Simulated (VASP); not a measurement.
Data:

```xyz
5
Lattice="2.2581 1.3037 10.9911 -2.2581 1.3037 10.9911 0.0000 -2.6074 10.9911" Properties=species:S:1:pos:R:3 pbc="T T T"
Bi     0.0000     0.0000    19.8886
Bi     0.0000     0.0000    13.0848
Te     0.0000     0.0000    25.8245
Te     0.0000     0.0000     7.1489
Te     0.0000     0.0000     0.0000
```

The numbers are results of PBE GGA, VASP's PBE PAW potentials (set 64) (plane waves; VASP), not measurements. Numerical set-up: 300 eV cut-off, 4×4×4 Γ-centred mesh, Fermi-Dirac smearing of 0.020 eV, potentials Bi_d Te.

Unless said otherwise, spin-orbit coupling is left out, though it shifts the bands of the heavy elements here.

### Question
Give the energies of bands 16 to 27 at the high-symmetry points, in eV from the valence-band maximum.

### Answer

| band | Γ | T | H2 | L | S0 | F |
|---|---|---|---|---|---|---|
| 16 | -1.59 | -1.95 | -3.81 | -4.20 | -3.81 | -4.04 |
| 17 | -1.57 | -1.25 | -3.39 | -2.80 | -3.40 | -3.25 |
| 18 | -1.21 | -1.25 | -3.36 | -2.71 | -3.37 | -2.93 |
| 19 | -1.21 | -1.14 | -2.99 | -2.51 | -2.98 | -2.59 |
| 20 | -1.08 | -0.99 | -2.45 | -2.19 | -2.30 | -1.91 |
| 21 | -1.08 | -0.99 | -2.10 | -2.09 | -2.24 | -1.48 |
| 22 | -0.43 | -0.52 | -1.15 | -1.41 | -1.11 | -1.21 |
| 23 | -0.43 | -0.52 | -0.59 | -0.54 | -0.69 | -0.75 |
| 24 | 0.00 | -0.24 | -0.45 | -0.40 | -0.42 | -0.74 |
| 25 | 0.59 | 0.84 | 1.61 | 1.02 | 1.59 | 1.54 |
| 26 | 1.22 | 1.40 | 1.97 | 1.75 | 2.23 | 1.58 |
| 27 | 1.22 | 1.40 | 2.47 | 2.60 | 2.25 | 2.16 |

The gap is direct, 0.59 eV, from the valence maximum at Γ to the conduction minimum at Γ.

The structure comes from a computed database's Bi2Te3 entry; how it stands against other phases isn't given here. The cell was not relaxed at this level.
